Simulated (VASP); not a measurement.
Output of a VASP run:

### OSZICAR
```
       N       E                     dE             d eps       ncg     rms          rms(c)
DAV:   1     0.167714812467E+02    0.16771E+02   -0.36930E+03   784   0.715E+02
DAV:   2    -0.362673053725E+01   -0.20398E+02   -0.20398E+02   812   0.142E+02
DAV:   3    -0.402070998775E+01   -0.39398E+00   -0.39398E+00  1064   0.275E+01
DAV:   4    -0.402423784834E+01   -0.35279E-02   -0.35279E-02   917   0.225E+00
DAV:   5    -0.402429244571E+01   -0.54597E-04   -0.54597E-04  1029   0.236E-01    0.199E-01
DAV:   6    -0.336961759062E+01    0.65467E+00   -0.13424E-01   784   0.736E+00    0.331E-01
DAV:   7    -0.354698132319E+01   -0.17736E+00   -0.16260E-01   791   0.395E+00    0.259E-01
DAV:   8    -0.353043079524E+01    0.16551E-01   -0.58466E-03   826   0.984E-01    0.331E-01
DAV:   9    -0.357670400005E+01   -0.46273E-01   -0.29313E-02   784   0.324E+00    0.447E-02
DAV:  10    -0.356701656469E+01    0.96874E-02   -0.22396E-03   798   0.689E-01    0.538E-02
DAV:  11    -0.357453883425E+01   -0.75223E-02   -0.13062E-03   784   0.578E-01    0.311E-02
DAV:  12    -0.355868543408E+01    0.15853E-01   -0.43258E-03   784   0.940E-01    0.108E-02
DAV:  13    -0.355750950150E+01    0.11759E-02   -0.28998E-04   784   0.141E-01    0.118E-02
DAV:  14    -0.355747153965E+01    0.37962E-04   -0.59420E-06  1134   0.203E-02    0.123E-02
DAV:  15    -0.355748752208E+01   -0.15982E-04   -0.10829E-06   847   0.165E-02    0.994E-03
DAV:  16    -0.355730422728E+01    0.18329E-03   -0.68599E-05   791   0.799E-02    0.378E-03
DAV:  17    -0.355728996046E+01    0.14267E-04   -0.56477E-06   784   0.345E-02    0.360E-03
DAV:  18    -0.355725702992E+01    0.32931E-04   -0.38887E-06   784   0.163E-02    0.291E-03
DAV:  19    -0.355721353706E+01    0.43493E-04   -0.99600E-07   791   0.107E-02    0.192E-03
DAV:  20    -0.355719918744E+01    0.14350E-04   -0.22282E-07   763   0.659E-03    0.151E-03
DAV:  21    -0.355719181953E+01    0.73679E-05   -0.14786E-08   392   0.124E-03    0.132E-03
DAV:  22    -0.355717512993E+01    0.16690E-04   -0.10709E-07   644   0.325E-03    0.855E-04
DAV:  23    -0.355715519171E+01    0.19938E-04   -0.74819E-08   392   0.250E-03    0.359E-04
DAV:  24    -0.355714970992E+01    0.54818E-05   -0.26965E-08   392   0.136E-03    0.219E-04
DAV:  25    -0.355714408467E+01    0.56253E-05   -0.19892E-08   392   0.137E-03    0.731E-05
DAV:  26    -0.355714198252E+01    0.21021E-05   -0.94822E-09   392   0.828E-04    0.267E-05
DAV:  27    -0.355714141127E+01    0.57125E-06   -0.31688E-09   392   0.556E-04
   1 F= -.35571414E+01 E0= -.35570091E+01  d E =-.355714E+01
```

File OUTCAR:
```
------------------------ aborting loop because EDIFF is reached ----------------------------------------
  FORCE on cell =-STRESS in cart. coord.  units (eV):
  Direction    XX          YY          ZZ          XY          YZ          ZX
  --------------------------------------------------------------------------------------
  Total       -0.0021318     -0.0021318     -0.0021318     -0.0000000     -0.0000000      0.0000000
  in kB       -0.0943495     -0.0943495     -0.0943495     -0.0000000     -0.0000000      0.0000000
  external PRESSURE =      -0.0943495 kB  Pullay stress =       0.0000000 kB
  volume of cell :       36.20
      direct lattice vectors                 reciprocal lattice vectors
    -2.083957691  2.083957691  2.083957691     0.000000000  0.239928096  0.239928096
     2.083957691 -2.083957691  2.083957691     0.239928096  0.000000000  0.239928096
     2.083957691  2.083957691 -2.083957691     0.239928096  0.239928096  0.000000000
 POSITION                                       TOTAL-FORCE (eV/Angst)
 -----------------------------------------------------------------------------------
      0.00000      0.00000      0.00000        -0.000000      0.000000     -0.000000
 -----------------------------------------------------------------------------------
    total drift:                               -0.000000      0.000000      0.000000
  FREE ENERGIE OF THE ION-ELECTRON SYSTEM (eV)
  ---------------------------------------------------
  free  energy   TOTEN  =        -3.5571414113 eV

  energy  without entropy=       -3.5567443795  energy(sigma->0) =       -3.55700907

 reached required accuracy - stopping structural energy minimisation
```
(Selected blocks of OUTCAR.)

File POSCAR:
```
Na
1
   -2.0839576907     2.0839576907     2.0839576907
    2.0839576907    -2.0839576907     2.0839576907
    2.0839576907     2.0839576907    -2.0839576907
Na
1
Direct
  1.0000000000   1.0000000000   0.0000000000
```

Write an INCAR and KPOINTS that could have produced this output.

One answer among several that fit: the input of the run itself, r2SCAN meta-GGA, plane waves, VASP's PBE PAW potentials (set 64).

**INCAR**
```
ALGO = Normal
EDIFF = 1E-6
EDIFFG = -0.01
ENCUT = 400
IBRION = 2
ISIF = 3
ISMEAR = 1
LASPH = T
LCHARG = F
LMIXTAU = T
LREAL = F
LWAVE = F
METAGGA = R2SCAN
NELM = 100
NSW = 60
PREC = Accurate
SIGMA = 0.1
SYSTEM = Na
```

**KPOINTS**
```
Automatic mesh
0
Gamma
11 11 11
0 0 0
```

POTCAR, in this order: Na_pv (PBE.64 set). Program: vasp_std.

The compound is Na in the bcc structure. It was relaxed first, which changed the volume by -6 %. The start is the result of an earlier pass.
